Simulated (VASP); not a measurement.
# CePb (I4_1/amd) in VASP: single point with PBE

Aim: the single point of CePb with PBE.

Everything below comes from runs of VASP 6.6.1. Logs are shortened: lines on timing, memory, paths and dates and some standing lists are left out, and cuts for length are marked.

**1. Starting point**

The structure is tetragonal, space group I4_1/amd (No. 141). Conventional cell: a = 4.721 Å, b = 4.721 Å, c = 10.844 Å, α = 90.00°, β = 90.00°, γ = 90.00°. Pb (site symmetry -4m2) has 8 Ce at 3.34 to 3.59 Å and 4 Pb at 3.59 Å as nearest neighbours. Ce (site symmetry -4m2) is surrounded by 8 Pb at 3.34 to 3.59 Å and 4 Ce at 3.59 Å.

The cell was built by a generator and needn't be a form met in nature.

**2. Single point, PBE**

The input, INCAR:

```
  PREC = Accurate
  ENCUT = 520
  EDIFF = 1E-6
  ISMEAR = 1
  SIGMA = 0.028
  LREAL = False
  LASPH = True
  NELM = 80
  ALGO = Fast
  ISIF = 2
  LWAVE = False
  LCHARG = False
  GGA = PE
  NBANDS = 34
```

The input, KPOINTS:

```
regular mesh
0
Gamma
  6 6 6
```

The input, POSCAR:

```
CePb
1.0
    0.0000000000      4.7210450000      0.0000000000
    4.7210450000      0.0000000000      0.0000000000
    2.3605220000      2.3605220000     -5.4221390000
Pb Ce
2 2
Direct
    0.5000000000      0.5000000000      0.0000000000
    0.2500000000      0.7500000000      0.5000000000
    0.0000000000      0.0000000000      0.0000000000
    0.7500000000      0.2500000000      0.5000000000
```

Potentials or basis: VASP PAW PBE potentials, release 64 (Pb_d, Ce).

Command:

```console
cat potpaw_PBE.64/Pb_d/POTCAR potpaw_PBE.64/Ce/POTCAR > POTCAR
mpirun -np 1 vasp_std > vasp.out
```

OUTCAR:

```text
PREC = Accurate
   ENCUT = 520
   EDIFF = 1E-6
   ISMEAR = 1
   LREAL = False
   LASPH = True
   NELM = 80
   ISIF = 2
   GGA = PE

 ion  position               nearest neighbor table
   1  0.500  0.500  0.000-   3 3.34   3 3.34   3 3.34   3 3.34   4 3.59   2 3.59   4 3.59   2 3.59
                             4 3.59   2 3.59   4 3.59   2 3.59
   2  0.250  0.750  0.500-   4 3.34   4 3.34   4 3.34   4 3.34   3 3.59   3 3.59   1 3.59   1 3.59
                             1 3.59   1 3.59   3 3.59   3 3.59
   3  0.000  0.000  0.000-   1 3.34   1 3.34   1 3.34   1 3.34   2 3.59   2 3.59   2 3.59   2 3.59

   4  0.750  0.250  0.500-   2 3.34   2 3.34   2 3.34   2 3.34   1 3.59   1 3.59   1 3.59   1 3.59

  LATTYP: Found a body centered tetragonal cell.
 ALAT       =     4.7210450000
 C/A-ratio  =     2.2970079718

  Lattice vectors:

 A1 = (  -2.3605220000,   2.3605230000,   5.4221390000)
 A2 = (   2.3605230000,  -2.3605220000,   5.4221390000)
 A3 = (   2.3605220000,   2.3605220000,  -5.4221390000)

Analysis of symmetry for initial positions (statically):
=====================================================================
 Subroutine PRICEL returns:
 Original cell was already a primitive cell.

 Routine SETGRP: Setting up the symmetry group for a
 body centered tetragonal supercell.

 Subroutine GETGRP returns: Found 16 space group operations
 (whereof  8 operations were pure point group operations)
 out of a pool of 16 trial point group operations.

The static configuration has the point symmetry D_2d.
 The point group associated with its full space group is D_4h.

Analysis of symmetry for dynamics (positions and initial velocities):
=====================================================================
 Subroutine PRICEL returns:
 Original cell was already a primitive cell.

 Routine SETGRP: Setting up the symmetry group for a
 body centered tetragonal supercell.

 Subroutine GETGRP returns: Found 16 space group operations
 (whereof  8 operations were pure point group operations)
 out of a pool of 16 trial point group operations.

The dynamic configuration has the point symmetry D_2d.
 The point group associated with its full space group is D_4h.

 Subroutine INISYM returns: Found 16 space group operations
 (whereof  8 operations are pure point group operations),
 and found     1 'primitive' translations

----------------------------------------------------------------------------------------

                                     Primitive cell

  volume of cell :     120.8501

  direct lattice vectors                    reciprocal lattice vectors
     0.000000000  4.721045000  0.000000000     0.000000000  0.211817511  0.092214511
     4.721045000  0.000000000  0.000000000     0.211817511  0.000000000  0.092214511
     2.360522000  2.360522000 -5.422139000     0.000000000  0.000000000 -0.184429060

  length of vectors
     4.721045000  4.721045000  6.367395037     0.231019856  0.231019856  0.184429060

  position of ions in fractional coordinates (direct lattice)
     0.500000000  0.500000000  0.000000000
     0.250000000  0.750000000  0.500000000
     0.000000000  0.000000000  0.000000000
     0.750000000  0.250000000  0.500000000

  ion indices of the primitive-cell ions
   primitive index   ion index
                 1           1
                 2           2
                 3           3
                 4           4

----------------------------------------------------------------------------------------

 KPOINTS: regular mesh

Automatic generation of k-mesh.
 Grid dimensions read from file:
 generate k-points for:    6    6    6

 Generating k-lattice:

  Cartesian coordinates                     Fractional coordinates (reciprocal lattice)
     0.000000000  0.035302918  0.015369085     0.166666667  0.000000000 -0.000000000
     0.035302918  0.000000000  0.015369085     0.000000000  0.166666667 -0.000000000
     0.000000000  0.000000000 -0.030738177     0.000000000  0.000000000  0.166666667

  Length of vectors
     0.038503309  0.038503309  0.030738177

  Shift w.r.t. Gamma in fractional coordinates (k-lattice)
     0.000000000  0.000000000  0.000000000

 Subroutine IBZKPT returns following result:
 ===========================================

 Found     30 irreducible k-points:

 Following reciprocal coordinates:
            Coordinates               Weight
  0.000000  0.000000  0.000000      1.000000
  0.166667  0.000000 -0.000000      8.000000
  0.333333  0.000000 -0.000000      8.000000
  0.500000  0.000000 -0.000000      4.000000
  0.166667  0.166667 -0.000000      8.000000
  0.333333  0.166667 -0.000000     16.000000
[... 16 lines left out ...]
 -0.333333 -0.333333  0.166667      4.000000
 -0.166667 -0.333333  0.166667     16.000000
 [... further k-points ...]
   k-points           NKPTS =     30   k-points in BZ     NKDIM =     30   number of bands    NBANDS=     34
   number of dos      NEDOS =    301   number of ions     NIONS =      4
   total plane-waves  NPLWV =  62208
   dimension x,y,z NGX =    36 NGY =   36 NGZ =   48
   dimension x,y,z NGXF=    72 NGYF=   72 NGZF=   96
   ions per type =               2   2
   NGX,Y,Z   is equivalent  to a cutoff of  12.68, 12.68, 12.53 a.u.
   NGXF,Y,Z  is equivalent  to a cutoff of  25.35, 25.35, 25.06 a.u.
 SYSTEM =  unknown system
   PREC   = accura    normal or accurate (medium, high low for compatibility)
   ISTART =      0    job   : 0-new  1-cont  2-samecut
   ICHARG =      2    charge: 1-file 2-atom 10-const
   ISPIN  =      1    spin polarized calculation?
   LNONCOLLINEAR =      F non collinear calculations
   LSORBIT =      F    spin-orbit coupling
   LASPH  =      T    aspherical Exc in radial PAW
   ENCUT  =  520.0 eV  38.22 Ry    6.18 a.u.   8.78  8.78 11.84*2*pi/ulx,y,z
   NELM   =     80;   NELMIN=  2; NELMDL= -5     # of ELM steps
   EDIFF  = 0.1E-05   stopping-criterion for ELM
   LREAL  =      F    real-space projection
   EDIFFG = 0.1E-04   stopping-criterion for IOM
   NSW    =      0    number of steps for IOM
   IBRION =     -1    ionic relax: 0-MD 1-quasi-New 2-CG
   NFREE  =      0    steps in history (QN), initial steepest desc. (CG)
   ISIF   =      2    stress and relaxation
   ISYM   =      2    0-nonsym 1-usesym 2-fastsym
   POTIM  = 0.5000    time-step for ionic-motion
   TEBEG  =    0.0;   TEEND  =   0.0 temperature during run
   PSTRESS=    0.0 pullay stress
   NELECT =      52.0000    total number of electrons
   NUPDOWN=      -1.0000    fix difference up-down
   EMIN   =  10.00;   EMAX   =-10.00  energy-range for DOS
   EFERMI =   0.00;   METHOD = LEGACY
   ISMEAR =     1;   SIGMA  =   0.03  broadening in eV -4-tet -1-fermi 0-gaus
   EFERMI_NEDOS =   21; number of points for ismear=-14 and -15
   IALGO  =     68    algorithm
   IMIX   =      4    mixing-type and parameters
     AMIX     =   0.40;   BMIX     =  1.00
     AMIX_MAG =   1.60;   BMIX_MAG =  1.00
  volume/ion in A,a.u.               =      30.21       203.88
  Fermi-wavevector in a.u.,A,eV,Ry     =   1.235929  2.335568 20.783189  1.527521
  Thomas-Fermi vector in A             =   2.370559
   LORBIT       =      0    0 simple, 1 ext, 2 COOP (PROOUT), +10 PAW based schemes
   GGA     = PE    functional components
   LHFCALC =     F    Hartree Fock is set to
   AEXX    =    0.0000 exact exchange contribution
   IVDW    =     0    specifies the selected vdW correction
   LEPSILON=     F    determine dielectric tensor
   LRPA    =     F    only Hartree local field effects (RPA)
 non-spin polarized calculation
 RMM-DIIS sequential band-by-band and
 Methfessel and Paxton  Order N= 1 SIGMA  =   0.03
  energy-cutoff  :      520.00
  volume of cell :      120.85
 maximum number of plane-waves:      3288
   NGX = 17   NGY = 17   NGZ = 23

 number of electron      52.0000004 magnetization

 Free energy of the ion-electron system (eV)
  ---------------------------------------------------
  ext. energy  EPLUGINS =         0.00000000
  ---------------------------------------------------
  free energy    TOTEN  =       -20.40420195 eV

  energy without entropy =      -20.40436234  energy(sigma->0) =      -20.40425541

 E-fermi :   7.7066     XC(G=0): -10.4269

 val. band max:        7.7041848533   @ k =  -0.3333   0.1667   0.0000
 cond. band min:       7.7092256313   @ k =   0.0000   0.0000   0.5000
 fundamental gap:      0.0050407780
 Fermi energy:         7.7065924213

 k-point     1 :       0.0000    0.0000    0.0000
  band No.  band energies     occupation
      1     -27.2239      2.00000
      2     -27.0635      2.00000
      3     -10.4325      2.00000
      4     -10.0646      2.00000
      5     -10.0646      2.00000
      6      -9.8687      2.00000
[... 26 lines left out ...]
     33       8.1207     -0.00000
     34       8.2077     -0.00000

 k-point     2 :       0.1667    0.0000   -0.0000
  band No.  band energies     occupation
      1     -27.2151      2.00000
      2     -27.0708      2.00000
      3     -10.4257      2.00000
      4     -10.1262      2.00000
      5     -10.1128      2.00000
      6      -9.8839      2.00000
[... 26 lines left out ...]
     33       8.0510     -0.00000
     34       8.0908     -0.00000

 k-point     3 :       0.3333    0.0000   -0.0000
  band No.  band energies     occupation
      1     -27.1944      2.00000
      2     -27.0888      2.00000
      3     -10.4153      2.00000
      4     -10.2367      2.00000
      5     -10.1953      2.00000
      6      -9.9121      2.00000
[... 26 lines left out ...]
     33       8.0517     -0.00000
     34       8.1021     -0.00000

 k-point     4 :       0.5000    0.0000   -0.0000
  band No.  band energies     occupation
      1     -27.1807      2.00000
      2     -27.1011      2.00000
      3     -10.4098      2.00000
      4     -10.2901      2.00000
      5     -10.2318      2.00000
      6      -9.9274      2.00000
[... 26 lines left out ...]
     33       8.0339     -0.00000
     34       8.0875     -0.00000

 k-point     5 :       0.1667    0.1667   -0.0000
  band No.  band energies     occupation
      1     -27.2024      2.00000
      2     -27.0824      2.00000
      3     -10.3942      2.00000
      4     -10.1788      2.00000
      5     -10.1615      2.00000
      6      -9.9234      2.00000
[... 621 lines left out ...]
 k-point    22 :      -0.1667    0.5000    0.1667
  band No.  band energies     occupation
      1     -27.1749      2.00000
      2     -27.1058      2.00000
      3     -10.4349      2.00000
      4     -10.2665      2.00000
      5     -10.1576      2.00000
      6      -9.9982      2.00000
[... 26 lines left out ...]
     33       8.0684     -0.00000
     34       8.1002     -0.00000

 k-point    23 :      -0.3333   -0.3333    0.1667
  band No.  band energies     occupation
      1     -27.1400      2.00000
      2     -27.1400      2.00000
      3     -10.3528      2.00000
      4     -10.3528      2.00000
      5     -10.0194      2.00000
      6     -10.0194      2.00000
[... 26 lines left out ...]
     33       7.9942     -0.00000
     34       8.1138     -0.00000

 k-point    24 :      -0.1667   -0.3333    0.1667
  band No.  band energies     occupation
      1     -27.1611      2.00000
      2     -27.1213      2.00000
      3     -10.3752      2.00000
      4     -10.2875      2.00000
      5     -10.1089      2.00000
      6      -9.9463      2.00000
[... 26 lines left out ...]
     33       7.9683     -0.00000
     34       8.0278     -0.00000

 [... further k-points ...]
[... 5 lines left out ...]
  --------------------------------------------------------------------------------------
  -------------------------------------------------------------------------------------
  Total       -1.7756536     -1.7756536      0.2489842      0.0000000      0.0000000      0.0000000
  in kB      -23.5408368    -23.5408368      3.3009231      0.0000000      0.0000003      0.0000003
  external PRESSURE =     -14.5935835 kB  Pullay stress =       0.0000000 kB

 VOLUME and BASIS-vectors are now :
 -----------------------------------------------------------------------------
  energy-cutoff  :      520.00
  volume of cell :      120.85
      direct lattice vectors                 reciprocal lattice vectors
     0.000000000  4.721045000  0.000000000     0.000000000  0.211817511  0.092214511
     4.721045000  0.000000000  0.000000000     0.211817511  0.000000000  0.092214511
     2.360522000  2.360522000 -5.422139000     0.000000000  0.000000000 -0.184429060

 POSITION                                       TOTAL-FORCE (eV/Angst)
 -----------------------------------------------------------------------------------
      2.36052      2.36052      0.00000        -0.000000      0.000000      0.000000
      4.72104      2.36052     -2.71107         0.000000     -0.000000      0.000000
      0.00000      0.00000      0.00000        -0.000000     -0.000000      0.000000
      2.36052      4.72104     -2.71107        -0.000000      0.000000      0.000000
 -----------------------------------------------------------------------------------
    total drift:                                0.000000      0.000000     -0.000000

  FREE ENERGIE OF THE ION-ELECTRON SYSTEM (eV)
  ---------------------------------------------------
  free  energy   TOTEN  =       -20.4042019496 eV

  energy  without entropy=      -20.4043623428  energy(sigma->0) =      -20.40425541
```

Wall time 11 min (1 thread of Intel Xeon Platinum 8375C at 2.90GHz (Ice Lake), shared host); peak memory 0.33 GiB.

Results:

| Quantity | Value |
| --- | --- |
| Free energy | -20.4042 eV |
| Pressure | -1.5 GPa |
| Band gap on the k mesh | none (metal or under the smearing width) |

Stress tensor (GPa, compression positive):
```
-2.35  0.00  0.00
 0.00 -2.35  0.00
 0.00  0.00  0.33
```

Levels at points of the mesh, in eV from the Fermi level:
| k point | band 22 | band 23 | band 24 | band 25 | band 26 | band 27 | band 28 | band 29 | band 30 | band 31 |
| --- | --- | --- | --- | --- | --- | --- | --- | --- | --- | --- |
| (0.00, 0.00, 0.00) | -0.84 | -0.84 | -0.56 | -0.32 | -0.32 | -0.06 | 0.07 | 0.07 | 0.08 | 0.31 |
| (0.50, 0.00, 0.00) | -2.83 | -1.99 | -1.41 | -0.93 | 0.05 | 0.08 | 0.09 | 0.09 | 0.11 | 0.21 |
| (0.50, 0.50, 0.00) | -1.99 | -1.34 | -1.34 | -0.14 | -0.14 | 0.03 | 0.03 | 0.21 | 0.21 | 0.24 |
| (0.00, 0.00, 0.50) | -1.19 | -0.90 | -0.90 | -0.06 | -0.06 | 0.00 | 0.00 | 0.03 | 0.03 | 0.18 |

Caveat: without U or exact exchange the open f shell lies at the Fermi level, which spoils levels, moments and volumes.
